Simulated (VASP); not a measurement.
Here is the system:

```yaml
crystal:
  lattice:
    - [6.06538, 0.00000, 0.00000]
    - [0.00000, 6.06538, 0.00000]
    - [0.00000, 0.00000, 6.06538]
  atoms:
    - { symbol: Cs, position: [0.00000, 0.00000, 0.00000] }
    - { symbol: Sn, position: [0.50000, 0.50000, 0.50000] }
    - { symbol: I, position: [0.50000, 0.00000, 0.50000] }
    - { symbol: I, position: [0.00000, 0.50000, 0.50000] }
    - { symbol: I, position: [0.50000, 0.50000, 0.00000] }
```

These are optB86b-vdW, VASP's PBE PAW potentials (set 64) (plane waves; VASP) values and carry that method's errors. Numerical set-up: 520 eV cut-off, 4×4×4 Γ-centred mesh, Gaussian smearing of 0.050 eV, potentials Cs_sv Sn_d I.

Task: Give the stress tensor in GPa (positive for a compressed cell).

Result: 
```
1.26  0.00  0.00
0.00  1.26  0.00
0.00  0.00  1.26
```
The pressure is its mean diagonal, 1.26 GPa.

The compound is CsSnI3 in the cubic perovskite structure, the ideal cubic form; the compound distorts at low or room temperature. This cell is one point of a volume scan, at 0.94 of the reference volume.
